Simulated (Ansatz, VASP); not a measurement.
# WS2 (Tungstenite): VASP beside Ansatz, part 2 of 2

One calculation is typed for both programs; each brings its own data sets. How far apart do they land? The cell is taken from a series of runs on this material, whose earlier steps may have relaxed, scaled, displaced or heated it; both programs get it as it stands.

VASP 6.6.1 and Ansatz 0.2.0.

So far: The structure; Ansatz: dielectric response, PBEsol.

### Step 3. VASP: dielectric response, PBEsol

Level of this step: PBEsol, no spin polarisation; plane waves and PAW (W, S) (VASP).

The same cell, functional and mesh now go to VASP, with its own data sets.

Lines of VASP's logs that name or quote its potential files are left out, and so is its time.

INCAR

```
SYSTEM = WS2
PREC = Accurate
ENCUT = 520
EDIFF = 1E-08
NELM = 120
ISMEAR = 0
SIGMA = 0.01
LREAL = .FALSE.
ALGO = Normal
GGA = PS
NBANDS = 24
LASPH = .TRUE.
LORBIT = 11
LWAVE = .FALSE.
LCHARG = .FALSE.
ISIF = 2
LEPSILON = .TRUE.
GGA_COMPAT = .FALSE.
EFERMI = MIDGAP
KPAR = 2
```

POSCAR

```
WS2
1.0
    3.1460877282      0.0000000000      0.0000000000
   -1.5730438641      2.7245918951      0.0000000000
    0.0000000000      0.0000000000     12.6942873245
W S
2 4
Direct
    0.3333333334      0.6666666668      0.2500000000
    0.6666666668      0.3333333334      0.7500000000
    0.3333333334      0.6666666668      0.6265119651
    0.6666666668      0.3333333334      0.1265119651
    0.3333333334      0.6666666668      0.8734880349
    0.6666666668      0.3333333334      0.3734880349
```

KPOINTS

```
Automatic mesh
0
Gamma
8 8 2
0 0 0
```

PAW data sets: W and S (PBE family, release 64).

On the command line:

```bash
$ mpirun -np 2 vasp_std
```

Numbers of over 12 decimals in the logs are rounded to 6 here.

Output:

```text
[banner, memory and clock lines left out]
running    2 mpi-ranks, on    1 nodes
 distrk:  each k-point on    1 cores,    2 groups
 distr:  one band on    1 cores,    1 groups

 POSCAR found type information on POSCAR W S
 POSCAR found :  2 types and       6 ions
|                                                                             |
|               ----> ADVICE to this user running VASP <----                  |
|                                                                             |
|     You enforced a specific xc type in the INCAR file but a different       |
|     [... a line on the potential file left out ...]
|     I HOPE YOU KNOW WHAT YOU ARE DOING!                                     |
|                                                                             |

 LDA part: xc-table for (Slater+PW92), standard interpolation
 POSCAR, INCAR and KPOINTS ok, starting setup
 FFT: planning ... GRIDC
 FFT: planning ... GRID_SOFT
 FFT: planning ... GRID
 WAVECAR not read
 entering main loop
       N       E                     dE             d eps       ncg     rms          rms(c)
DAV:   1     0.194371869912E+03    0.19437E+03   -0.16188E+04   960   0.132E+03
DAV:   2    -0.372319441150E+02   -0.23160E+03   -0.22295E+03  1320   0.290E+02
DAV:   3    -0.530011470531E+02   -0.15769E+02   -0.15656E+02  1320   0.724E+01
DAV:   4    -0.533265851319E+02   -0.32544E+00   -0.32473E+00  1304   0.117E+01
DAV:   5    -0.533337498378E+02   -0.71647E-02   -0.71617E-02  1312   0.154E+00    0.413E+01
DAV:   6    -0.510977366187E+02    0.22360E+01   -0.94991E+00  1392   0.153E+01    0.186E+01
DAV:   7    -0.508004944062E+02    0.29724E+00   -0.31951E+00  1272   0.101E+01    0.875E+00
DAV:   8    -0.506763162926E+02    0.12418E+00   -0.43543E-01  1312   0.425E+00    0.141E+00
DAV:   9    -0.506713930449E+02    0.49232E-02   -0.67687E-02  1296   0.141E+00    0.578E-01
DAV:  10    -0.506697017468E+02    0.16913E-02   -0.14755E-02  1352   0.702E-01    0.343E-01
DAV:  11    -0.506696549463E+02    0.46801E-04   -0.18904E-03  1360   0.257E-01    0.111E-01
DAV:  12    -0.506696321344E+02    0.22812E-04   -0.39591E-04  1312   0.127E-01    0.642E-02
DAV:  13    -0.506696363804E+02   -0.42460E-05   -0.38749E-05  1392   0.332E-02    0.164E-02
DAV:  14    -0.506696358668E+02    0.51358E-06   -0.20195E-06  1408   0.766E-03    0.544E-03
DAV:  15    -0.506696360479E+02   -0.18102E-06   -0.27558E-07  1328   0.331E-03    0.504E-03
DAV:  16    -0.506696361116E+02   -0.63789E-07   -0.54890E-08  1184   0.123E-03    0.138E-03
DAV:  17    -0.506696360986E+02    0.13085E-07   -0.22233E-08  1024   0.809E-04    0.670E-04
DAV:  18    -0.506696360977E+02    0.87493E-09   -0.32545E-09   776   0.470E-04
   1 F= -.50669636E+02 E0= -.50669636E+02  d E =0.000000E+00
 Linear response reoptimize wavefunctions to high precision
DAV:   1    -0.506696360965E+02    0.11410E-08   -0.17899E-09   840   0.207E-04
DAV:   2    -0.506696360967E+02   -0.11141E-09   -0.27870E-10   712   0.106E-04
DAV:   3    -0.506696360965E+02    0.10823E-09   -0.94836E-11   656   0.412E-05
 Linear response G [H, r] |phi>, progress :
  Direction:   1
       N       E                     dE             d eps       ncg     rms
RMM:   1    -0.192769225666E+03   -0.19277E+03   -0.19172E+02  2499   0.966E+01
RMM:   2    -0.151448439978E+03    0.41321E+02   -0.22015E+01  1569   0.278E+01
RMM:   3    -0.151926864278E+03   -0.47842E+00   -0.13315E+00  1659   0.443E+00
RMM:   4    -0.151964029001E+03   -0.37165E-01   -0.58502E-02  1712   0.929E-01
RMM:   5    -0.151965961421E+03   -0.19324E-02   -0.46385E-03  1740   0.217E-01
RMM:   6    -0.151966122118E+03   -0.16070E-03   -0.75967E-04  1765   0.588E-02
RMM:   7    -0.151966134944E+03   -0.12826E-04   -0.43024E-04  1832   0.225E-02
RMM:   8    -0.151966136782E+03   -0.18377E-05   -0.35786E-04  1885   0.133E-02
RMM:   9    -0.151966139202E+03   -0.24198E-05   -0.92406E-04  1926   0.114E-02
RMM:  10    -0.151966138567E+03    0.63427E-06   -0.33995E-04  1819   0.107E-02
RMM:  11    -0.151966138741E+03   -0.17334E-06   -0.32880E-04  1515   0.105E-02
RMM:  12    -0.151966138759E+03   -0.18238E-07   -0.27428E-04  1335   0.105E-02
 Linear response G [H, r] |phi>, progress :
  Direction:   2
       N       E                     dE             d eps       ncg     rms
RMM:   1    -0.203344351777E+03   -0.20334E+03   -0.38153E+02  2492   0.947E+01
RMM:   2    -0.161951534931E+03    0.41393E+02   -0.19442E+01  1609   0.262E+01
RMM:   3    -0.162461208733E+03   -0.50967E+00   -0.14253E+00  1660   0.418E+00
RMM:   4    -0.162500393518E+03   -0.39185E-01   -0.63482E-02  1706   0.921E-01
RMM:   5    -0.162502344011E+03   -0.19505E-02   -0.58471E-03  1742   0.221E-01
RMM:   6    -0.162502504728E+03   -0.16072E-03   -0.12073E-03  1758   0.634E-02
RMM:   7    -0.162502513404E+03   -0.86764E-05   -0.91170E-04  1844   0.274E-02
[...]
RMM:  11    -0.162502518616E+03    0.54131E-06   -0.95008E-04  1520   0.147E-02
RMM:  12    -0.162502518493E+03    0.12223E-06   -0.99230E-04  1331   0.146E-02
 Linear response G [H, r] |phi>, progress :
  Direction:   3
       N       E                     dE             d eps       ncg     rms
RMM:   1    -0.195179210363E+03   -0.19518E+03   -0.15496E+02  2393   0.972E+01
RMM:   2    -0.157998793697E+03    0.37180E+02   -0.25032E+01  1527   0.269E+01
[...]
RMM:   9    -0.384862915575E+01    0.24145E-08   -0.13514E-05  1261   0.180E-03
RMM:  10    -0.384862919900E+01   -0.43253E-07   -0.20571E-05  1155   0.176E-03
RMM:  11    -0.384862920504E+01   -0.60321E-08   -0.12192E-05  1038   0.175E-03
RMM:  12    -0.384862920194E+01    0.30951E-08   -0.15748E-05   986   0.175E-03
 change of polarisation eV/A/(eV/A) component  2 :    -0.823     7.697    -0.000
 dielectric tensor                  component  2 :    -1.369    13.800    -0.000
 Linear response to external field (no local field effect), progress :
  Direction:   3
       N       E                     dE             d eps       ncg     rms          rms(c)
RMM:   1    -0.222503711124E+01   -0.22250E+01   -0.99897E+00  1863   0.777E+00
RMM:   2    -0.235118683995E+01   -0.12615E+00   -0.75588E-02  1533   0.140E+00
RMM:   3    -0.235354096030E+01   -0.23541E-02   -0.39542E-03  1684   0.220E-01
RMM:   4    -0.235367956728E+01   -0.13861E-03   -0.21157E-04  1703   0.435E-02
RMM:   5    -0.235368761439E+01   -0.80471E-05   -0.28563E-05  1727   0.111E-02
RMM:   6    -0.235368817033E+01   -0.55594E-06   -0.15073E-05  1694   0.401E-03
RMM:   7    -0.235368821058E+01   -0.40253E-07   -0.13854E-05  1548   0.242E-03
RMM:   8    -0.235368825696E+01   -0.46380E-07   -0.14616E-05  1279   0.201E-03
RMM:   9    -0.235368831548E+01   -0.58516E-07   -0.26605E-06  1141   0.191E-03
RMM:  10    -0.235368832864E+01   -0.13157E-07   -0.16902E-05  1035   0.189E-03
RMM:  11    -0.235368833296E+01   -0.43208E-08   -0.17714E-05  1001   0.188E-03
 change of polarisation eV/A/(eV/A) component  3 :    -0.000     0.000     4.707
 dielectric tensor                  component  3 :    -0.000     0.000     8.828
 Linear response to external field, progress :
  Direction:   1
       N       E                     dE             d eps       ncg     rms          rms(c)
RMM:   1    -0.378398700812E+01   -0.37840E+01   -0.22732E+01  3893   0.845E+00
RMM:   2    -0.391226197206E+01   -0.12827E+00   -0.14689E-01  3264   0.159E+00    0.369E+00
RMM:   3    -0.378190367962E+01    0.13036E+00   -0.15020E-01  3484   0.173E+00    0.203E+00
RMM:   4    -0.389087815755E+01   -0.10897E+00   -0.12239E-01  3511   0.160E+00    0.416E-01
RMM:   5    -0.392304041681E+01   -0.32162E-01   -0.66808E-03  3545   0.437E-01    0.457E-02
RMM:   6    -0.392019938327E+01    0.28410E-02   -0.24265E-04  3637   0.831E-02    0.257E-02
RMM:   7    -0.392125122434E+01   -0.10518E-02   -0.75341E-05  3650   0.250E-02    0.500E-03
RMM:   8    -0.392163505304E+01   -0.38383E-03   -0.62030E-06  3664   0.704E-03    0.222E-03
RMM:   9    -0.392170143828E+01   -0.66385E-04   -0.25040E-05  3722   0.386E-03    0.694E-04
RMM:  10    -0.392171768214E+01   -0.16244E-04   -0.31643E-05  3679   0.242E-03    0.194E-04
RMM:  11    -0.392172493560E+01   -0.72535E-05   -0.27045E-05  3787   0.176E-03    0.662E-05
RMM:  12    -0.392172516195E+01   -0.22636E-06   -0.34702E-05  3441   0.151E-03    0.178E-05
RMM:  13    -0.392172440083E+01    0.76112E-06   -0.36327E-05  2362   0.144E-03    0.806E-06
 change of polarisation eV/A/(eV/A) component  1 :     7.408    -0.223     0.000
 dielectric tensor                  component  1 :    13.320    -0.371     0.000
 Linear response to external field, progress :
  Direction:   2
       N       E                     dE             d eps       ncg     rms          rms(c)
RMM:   1    -0.378771714418E+01   -0.37877E+01   -0.22770E+01  3904   0.844E+00
RMM:   2    -0.391240445424E+01   -0.12469E+00   -0.14515E-01  3266   0.158E+00    0.369E+00
RMM:   3    -0.378193786994E+01    0.13047E+00   -0.14954E-01  3476   0.173E+00    0.203E+00
RMM:   4    -0.389088574212E+01   -0.10895E+00   -0.12296E-01  3490   0.160E+00    0.417E-01
RMM:   5    -0.392287499682E+01   -0.31989E-01   -0.64321E-03  3545   0.435E-01    0.497E-02
RMM:   6    -0.392076696212E+01    0.21080E-02   -0.34305E-04  3660   0.854E-02    0.283E-02
RMM:   7    -0.392073451591E+01    0.32446E-04   -0.59582E-05  3641   0.263E-02    0.110E-02
RMM:   8    -0.392161490669E+01   -0.88039E-03   -0.19225E-05  3673   0.947E-03    0.260E-03
RMM:   9    -0.392168781742E+01   -0.72911E-04   -0.47591E-05  3669   0.419E-03    0.655E-04
RMM:  10    -0.392171946975E+01   -0.31652E-04   -0.60372E-05  3723   0.237E-03    0.221E-04
RMM:  11    -0.392172524344E+01   -0.57737E-05   -0.56590E-05  3829   0.167E-03    0.855E-05
RMM:  12    -0.392172488891E+01    0.35453E-06   -0.53851E-05  3513   0.146E-03    0.185E-05
RMM:  13    -0.392172514342E+01   -0.25451E-06   -0.46951E-05  2532   0.136E-03    0.894E-06
 change of polarisation eV/A/(eV/A) component  2 :    -0.215     7.408     0.000
 dielectric tensor                  component  2 :    -0.358    13.320     0.000
 Linear response to external field, progress :
  Direction:   3
       N       E                     dE             d eps       ncg     rms          rms(c)
RMM:   1    -0.222503711124E+01   -0.22250E+01   -0.99897E+00  1863   0.777E+00
RMM:   2    -0.235118679995E+01   -0.12615E+00   -0.75588E-02  1532   0.140E+00    0.462E+00
RMM:   3    -0.148614107294E+01    0.86505E+00   -0.40203E+00  1556   0.540E+00    0.183E+00
RMM:   4    -0.142635724032E+01    0.59784E-01   -0.41045E-01  1687   0.179E+00    0.941E-01
RMM:   5    -0.144574463550E+01   -0.19387E-01   -0.57381E-02  1587   0.979E-01    0.400E-01
RMM:   6    -0.145185443161E+01   -0.61098E-02   -0.51805E-03  1667   0.262E-01    0.309E-01
RMM:   7    -0.145924980640E+01   -0.73954E-02   -0.11147E-03  1723   0.112E-01    0.145E-01
RMM:   8    -0.146106540637E+01   -0.18156E-02   -0.13706E-03  1711   0.126E-01    0.407E-02
RMM:   9    -0.146173007891E+01   -0.66467E-03   -0.31291E-04  1688   0.384E-02    0.236E-02
RMM:  10    -0.146176635462E+01   -0.36276E-04   -0.36559E-05  1759   0.143E-02    0.112E-02
RMM:  11    -0.146171177405E+01    0.54581E-04   -0.61515E-05  1706   0.699E-03    0.408E-03
RMM:  12    -0.146167356286E+01    0.38211E-04   -0.18796E-04  1827   0.382E-03    0.177E-03
RMM:  13    -0.146168225672E+01   -0.86939E-05   -0.16017E-04  1776   0.184E-03    0.112E-03
RMM:  14    -0.146168332988E+01   -0.10732E-05   -0.10994E-04  1875   0.150E-03    0.186E-04
RMM:  15    -0.146168564049E+01   -0.23106E-05   -0.14493E-04  1880   0.117E-03    0.602E-05
RMM:  16    -0.146168460892E+01    0.10316E-05   -0.14179E-04  1331   0.107E-03    0.957E-06
 change of polarisation eV/A/(eV/A) component  3 :    -0.000     0.000     2.745
 dielectric tensor                  component  3 :    -0.000     0.000     5.565
 Born effective charges drift removed
```

Parts of OUTCAR (step 3):

```text
ion  position               nearest neighbor table
   1  0.333  0.667  0.250-   4 2.40   6 2.40   4 2.40   6 2.40   4 2.40   6 2.40
   2  0.667  0.333  0.750-   3 2.40   5 2.40   3 2.40   5 2.40   3 2.40   5 2.40
   3  0.333  0.667  0.627-   2 2.40   2 2.40   2 2.40
   4  0.667  0.333  0.127-   1 2.40   1 2.40   1 2.40
   5  0.333  0.667  0.873-   2 2.40   2 2.40   2 2.40
   6  0.667  0.333  0.373-   1 2.40   1 2.40   1 2.40

  LATTYP: Found a hexagonal cell.
 ALAT       =     3.1460877282
 C/A-ratio  =     4.0349438481

 Subroutine GETGRP returns: Found 24 space group operations
 (whereof 12 operations were pure point group operations)

The static configuration has the point symmetry D_3d.
 The point group associated with its full space group is D_6h.

 Found     20 irreducible k-points:

   k-points           NKPTS =     20   k-points in BZ     NKDIM =     20   number of bands    NBANDS=     24

   dimension x,y,z NGX =    24 NGY =   24 NGZ =   96
   dimension x,y,z NGXF=    48 NGYF=   48 NGZF=  192

   ENCUT  =  520.0 eV  38.22 Ry    6.18 a.u.   5.85  5.85 23.60*2*pi/ulx,y,z

   NELECT =      36.0000    total number of electrons

 k-points in reciprocal lattice and weights: Automatic mesh
   0.00000000  0.00000000  0.00000000       0.008
   0.12500000 -0.00000000  0.00000000       0.047
   0.25000000 -0.00000000  0.00000000       0.047
   0.37500000 -0.00000000  0.00000000       0.047
   0.50000000 -0.00000000  0.00000000       0.023
   0.12500000  0.12500000  0.00000000       0.047
   0.25000000  0.12500000  0.00000000       0.094
   0.37500000  0.12500000  0.00000000       0.094
   0.25000000  0.25000000  0.00000000       0.047
[...]
0.25000000  0.25000000  0.50000000       0.047
   0.37500000  0.25000000  0.50000000       0.047

 average (electrostatic) potential at core
       1 -39.8886       2 -39.8886       3 -86.0474       4 -86.0474       5 -86.0474
       6 -86.0474

  Total       -0.2990400     -0.2990400     -0.1641918      0.0000000      0.0000000      0.0000000
  in kB       -4.4031074     -4.4031074     -2.4175825      0.0000000      0.0000000      0.0000000
  external PRESSURE =      -3.7412658 kB  Pullay stress =       0.0000000 kB

  energy-cutoff  :      520.00
  volume of cell :      108.81
      direct lattice vectors                 reciprocal lattice vectors
     3.146087728  0.000000000  0.000000000     0.317855091  0.183513722  0.000000000
    -1.573043864  2.724591895  0.000000000     0.000000000  0.367027444  0.000000000
     0.000000000  0.000000000 12.694287324     0.000000000  0.000000000  0.078775592

 POSITION                                       TOTAL-FORCE (eV/Angst)
 -----------------------------------------------------------------------------------
      0.00000      1.81639      3.17357        -0.000000      0.000000     -0.000000
      1.57304      0.90820      9.52072        -0.000000      0.000000     -0.000000
      0.00000      1.81639      7.95312         0.000000      0.000000      0.019838
      1.57304      0.90820      1.60598        -0.000000     -0.000000      0.019838
      0.00000      1.81639     11.08831        -0.000000      0.000000     -0.019838
      1.57304      0.90820      4.74116         0.000000     -0.000000     -0.019838
 -----------------------------------------------------------------------------------
    total drift:                               -0.000000     -0.000000      0.000000

 MACROSCOPIC STATIC DIELECTRIC TENSOR (including local field effects in DFT)
 ------------------------------------------------------
          13.320036     0.000000    -0.000000
           0.000000    13.320036     0.000000
           0.000000     0.000000     5.565279
 ------------------------------------------------------

 PIEZOELECTRIC TENSOR (including local field effects)  for field in x, y, z        (C/m^2)
          XX          YY          ZZ          XY          YZ          ZX
  --------------------------------------------------------------------------------
  x     0.00000     0.00000     0.00000     0.00000     0.00000     0.00000
  y     0.00000     0.00000     0.00000     0.00000     0.00000     0.00000
  z     0.00000     0.00000     0.00000     0.00000     0.00000     0.00000

 BORN EFFECTIVE CHARGES (including local field effects) (in |e|, cummulative output)
 ---------------------------------------------------------------------------------
 ion    1
    1    -0.66412     0.00000     0.00000
    2     0.00000    -0.66412    -0.00000
    3     0.00000     0.00000    -0.40966
 ion    2
    1    -0.66412     0.00000     0.00000
    2     0.00000    -0.66412    -0.00000
    3     0.00000     0.00000    -0.40966
 ion    3
    1     0.33206     0.00000     0.00000
    2     0.00000     0.33206     0.00000
    3    -0.00000    -0.00000     0.20483
 ion    4
    1     0.33206     0.00000     0.00000
    2     0.00000     0.33206    -0.00000
    3     0.00000     0.00000     0.20483
 ion    5
    1     0.33206     0.00000     0.00000
    2     0.00000     0.33206    -0.00000
    3     0.00000     0.00000     0.20483
 ion    6
    1     0.33206     0.00000     0.00000
    2     0.00000     0.33206     0.00000
    3     0.00000    -0.00000     0.20483
```

This run has no spin polarisation, so a moment on W, if there is one, isn't seen. Energies printed during the response cycles are not total energies of the cell. The dielectric response converges more slowly with the mesh than energies do, so tensor and charges may still move on a finer one. The data set W keeps the semicore shell frozen, which is cheaper and a little less accurate.

### Step 4. Comparison

Known differences besides the potentials themselves: fixed occupations in Ansatz, narrow Gaussian smearing in VASP; VASP's response is taken on the typed mesh, Ansatz refines its own for the field response alone; the data sets hold 52 valence electrons in Ansatz (on its default PAW (the set named soft_2) files) and 36 in VASP; the cutoff is 420 eV in Ansatz and 520 eV in VASP; Ansatz makes its cores anew for this functional, VASP keeps those of its PBE data sets. Total energies have different zeros and are not compared.

Compared:

| quantity | Ansatz | VASP | difference |
| --- | --- | --- | --- |
| ε∞ xx | 13.44 | 13.32 | +0.88 % |
| ε∞ yy | 13.44 | 13.32 | +0.88 % |
| ε∞ zz | 5.56 | 5.57 | -0.15 % |

### Step 5. Summary of results

```
difference in ε∞ xx (dielectric response, PBEsol) : 0.88 %
```

**Reading.** The difference in ε∞ xx is 0.88 % (dielectric response, PBEsol), within the 5 % picked in this series as the mark of a large difference. The data sets hold unlike numbers of valence electrons (52 in Ansatz and 36 in VASP), so part of the differences comes from the potentials. Such differences can come from data sets, numerical settings and the points named under the comparisons, not from the functional's error against experiment.

[Lines on the potential files, build, host, timing and source positions are cut from VASP's logs without a mark.]

[Logs are printed without paths, hosts, clocks, repeated set-up lines and the standing remarks that a program may print on its own settings, such as how far it seeks lower states.]

[Hosts, paths, dates, database ids (printed as entryN), source tags and the programs' standing remarks are cut or masked in the printed files.]
